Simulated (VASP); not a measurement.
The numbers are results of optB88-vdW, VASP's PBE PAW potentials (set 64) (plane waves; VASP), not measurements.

A VASP calculation is set up with these files.

**POSCAR**
```
Tc
1
    1.3760755731    -2.3834332065    -0.0000000000
    1.3760755731     2.3834332065    -0.0000000000
    0.0000000000     0.0000000000     4.3972429192
Tc
2
Direct
  0.3333330000   0.6666670000   0.2500000000
  0.6666670000   0.3333330000   0.7500000000
```

**KPOINTS**
```
Automatic mesh
0
gamma
 17 17 9
0 0 0
```

INCAR:
```
AGGAC  =  0.0
ALGO  =  Normal
EDIFF  =  1E-7
ENCUT  =  520
GGA  =  BO
ISIF  =  2
ISMEAR  =  -5
LASPH  =  .TRUE.
LCHARG  =  .TRUE.
LMAXMIX  =  4
LORBIT  =  11
LREAL  =  .FALSE.
LUSE_VDW  =  .TRUE.
LWAVE  =  .FALSE.
NEDOS  =  601
NELM  =  100
PARAM1  =  0.1833333333
PARAM2  =  0.22
PREC  =  Accurate
SYSTEM  =  Tc
```

POTCAR, in this order: Tc_pv (PBE.64 set). Program: vasp_std.

The run wrote:

**OSZICAR**
```
       N       E                     dE             d eps       ncg     rms          rms(c)
DAV:   1     0.316284326249E+03    0.31628E+03   -0.16836E+04  5666   0.161E+03
DAV:   2    -0.762671065925E+01   -0.32391E+03   -0.32097E+03  6242   0.456E+02
DAV:   3    -0.157873131553E+02   -0.81606E+01   -0.80225E+01  6655   0.822E+01
DAV:   4    -0.158637899417E+02   -0.76477E-01   -0.75951E-01  6246   0.808E+00
DAV:   5    -0.158644623357E+02   -0.67239E-03   -0.67009E-03  6189   0.730E-01    0.228E+01
DAV:   6    -0.146952993088E+02    0.11692E+01   -0.28986E+00  5988   0.167E+01    0.712E+00
DAV:   7    -0.145643119844E+02    0.13099E+00   -0.50214E-01  6374   0.629E+00    0.945E-01
DAV:   8    -0.145553768610E+02    0.89351E-02   -0.11544E-02  5820   0.116E+00    0.131E-01
DAV:   9    -0.145555373071E+02   -0.16045E-03   -0.23532E-04  6510   0.138E-01    0.199E-02
DAV:  10    -0.145555332011E+02    0.41060E-05   -0.14986E-05  5855   0.385E-02    0.889E-03
DAV:  11    -0.145555356778E+02   -0.24767E-05   -0.60337E-07  5956   0.761E-03    0.885E-04
DAV:  12    -0.145555347975E+02    0.88031E-06   -0.35929E-08  2936   0.148E-03    0.291E-04
DAV:  13    -0.145555345606E+02    0.23689E-06   -0.72706E-09  2851   0.633E-04    0.151E-04
DAV:  14    -0.145555346548E+02   -0.94230E-07   -0.11835E-09  2836   0.280E-04
   1 F= -.14555535E+02 E0= -.14555535E+02  d E =0.000000E+00
```

**OUTCAR**
```
------------------------ aborting loop because EDIFF is reached ----------------------------------------
  FORCE on cell =-STRESS in cart. coord.  units (eV):
  Direction    XX          YY          ZZ          XY          YZ          ZX
  --------------------------------------------------------------------------------------
  Total        0.0600707      0.0600707      0.0821650      0.0000000     -0.0000000     -0.0000000
  in kB        3.3367039      3.3367050      4.5639578      0.0000000     -0.0000000     -0.0000000
  external PRESSURE =       3.7457889 kB  Pullay stress =       0.0000000 kB
  volume of cell :       28.84
      direct lattice vectors                 reciprocal lattice vectors
     1.376075573 -2.383433206  0.000000000     0.363352137 -0.209781419  0.000000000
     1.376075573  2.383433206  0.000000000     0.363352137  0.209781419  0.000000000
     0.000000000  0.000000000  4.397242919     0.000000000  0.000000000  0.227415228
 POSITION                                       TOTAL-FORCE (eV/Angst)
 -----------------------------------------------------------------------------------
      1.37608      0.79448      1.09931         0.000000      0.000000      0.000000
      1.37608     -0.79448      3.29793         0.000000      0.000000      0.000000
 -----------------------------------------------------------------------------------
    total drift:                                0.000027      0.000624     -0.000044
  FREE ENERGIE OF THE ION-ELECTRON SYSTEM (eV)
  ---------------------------------------------------
  free  energy   TOTEN  =       -14.5555346548 eV

  energy  without entropy=      -14.5555346548  energy(sigma->0) =      -14.55553465

 total charge

# of ion       s       p       d       tot
------------------------------------------
    1        0.473   6.478   5.148  12.099
    2        0.473   6.478   5.148  12.099
--------------------------------------------------
tot          0.946  12.956  10.297  24.199
```
(Selected blocks of OUTCAR.)

File OUTCAR:
```
 val. band max:       12.5570323595   @ k =   0.0588   0.0000   0.2222

 cond. band min:      12.3076057261   @ k =   0.1765   0.0588   0.0000


 Fermi energy:        12.4290157589

 k-point     1 :       0.0000    0.0000    0.0000
  band No.  band energies     occupation
      1     -27.0165      2.00000
      2     -25.9400      2.00000
      3     -25.9400      2.00000
      4     -25.7546      2.00000
      5     -25.7546      2.00000
      6     -25.7121      2.00000
      7       5.2424      2.00000
      8       7.0959      2.00000
      9      10.8875      2.00000
     10      10.8875      2.00000
     11      10.9883      2.00000
     12      11.5962      2.00000
     13      11.5962      2.00000
     14      12.2509      2.00178
     15      12.2510      2.00426
     16      14.2854      0.00000
     17      14.9046      0.00000

 k-point     2 :       0.0588    0.0000    0.0000
  band No.  band energies     occupation
      1     -27.0028      2.00000
      2     -25.9707      2.00000
      3     -25.9501      2.00000
      4     -25.7865      2.00000
      5     -25.7587      2.00000
      6     -25.7180      2.00000
      7       5.3720      2.00000
      8       7.2014      2.00000
      9      10.5884      2.00000
     10      10.9972      2.00000
     11      11.2513      2.00000
     12      11.5288      2.00000
     13      11.6983      2.00000
     14      12.1035      2.00105
     15      12.1637      2.00192
     16      13.3957      0.00000
     17      14.9606      0.00000

 k-point     3 :       0.1176    0.0000    0.0000
  band No.  band energies     occupation
      1     -26.9626      2.00000
      2     -26.0588      2.00000
      3     -25.9786      2.00000
      4     -25.8772      2.00000
      5     -25.7713      2.00000
      6     -25.7359      2.00000
      7       5.7444      2.00000
      8       7.4874      2.00000
      9      10.2021      2.00000
     10      11.3137      2.00000
     11      11.3208      2.00000
...
```

For a metal the tetrahedron method with Blöchl corrections gives inexact stress and forces.

The compound is Tc in the hcp structure. It was relaxed first.
